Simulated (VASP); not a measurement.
Data:

```
RuS
1.0
    2.79703     0.00000     0.00000
    0.00000     2.79703     0.00000
    0.00000     0.00000     2.79703
Ru S
1 1
Cartesian
  0.00000   0.00000   0.00000
  1.39851   1.39851   1.39851
```

All values below come from PBE GGA, VASP's PBE PAW potentials (set 64) (plane waves; VASP). Run with 400 eV cut-off, 9×9×9 Γ-centred mesh, Gaussian smearing of 0.050 eV, potentials Ru_pv S.

Question: Estimate the energy per atom (σ→0), pressure, band gap (on the k-mesh) with the smallest direct gap where there is one.

Answer: 
The band gap (on the k-mesh) is none (metal, semimetal or under 0.01 eV), the energy per atom (σ→0) comes out as -6.063 eV/atom and the pressure is 620.0 kbar.

Only differences to runs with the same potentials and settings are physical.

The structure was generated: RuS was put into the CsCl type (Pm-3m), which need not be its known phase. The cell was not relaxed at this level. The run is one of a series of settings (EDIFF = 1E-8 against the base run), some of them coarse on purpose.
